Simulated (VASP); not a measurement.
Given:

```xyz
6
Lattice="4.2590 0.0000 0.0000 0.0000 4.2590 0.0000 0.0000 0.0000 4.2590" Properties=species:S:1:pos:R:3 pbc="T T T"
Cu     3.1943     1.0648     3.1943
Cu     1.0648     3.1943     3.1943
Cu     3.1943     3.1943     1.0648
Cu     1.0648     1.0648     1.0648
O      0.0000     0.0000     0.0000
O      2.1295     2.1295     2.1295
```

All values below come from r2SCAN meta-GGA with spin-orbit coupling, VASP's PBE PAW potentials (set 64) (plane waves; VASP 6.6.1). Numerical set-up: 520 eV cut-off, 5×5×5 Γ-centred mesh, Gaussian smearing of 0.050 eV, potentials Cu O.

Task: What does the run give for the energy per atom (σ→0), band gap (over mesh and band path) with the smallest direct gap where there is one?

Result: 
```yaml
band gap (over mesh and band path): 0.68 eV
smallest direct gap (over mesh and band path): 0.68 eV
energy per atom (σ→0): -9705 meV/atom
```

Only differences to runs with the same potentials and settings are physical.

The compound is Cu2O in the cuprite structure. It was relaxed first.
